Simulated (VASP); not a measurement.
Input:

```yaml
crystal:
  lattice:
    - [0.00000, 2.89541, 2.89541]
    - [2.89541, 0.00000, 2.89541]
    - [2.89541, 2.89541, 0.00000]
  atoms:
    - { symbol: Ca, position: [0.00000, 0.00000, 0.00000] }
    - { symbol: S, position: [0.50000, 0.50000, 0.50000] }
```

Computed with RPBE GGA, VASP's PBE PAW potentials (set 64) (plane waves; VASP 6.6.1). Numerical set-up: 520 eV cut-off, 7×7×7 Γ-centred mesh, Gaussian smearing of 0.050 eV, potentials Ca_sv S.

**Question.** What does the run give for the energy per atom (σ→0)?

**Answer.** 
```
Item                            Value
---------------------  --------------
energy per atom (σ→0)  -4.897 eV/atom
```

Total energies compare only between runs with the same potentials, cut-off and functional.

The compound is CaS in the rock salt structure. It was relaxed first, which changed the volume by +5 %. The start is the result of an earlier pass.
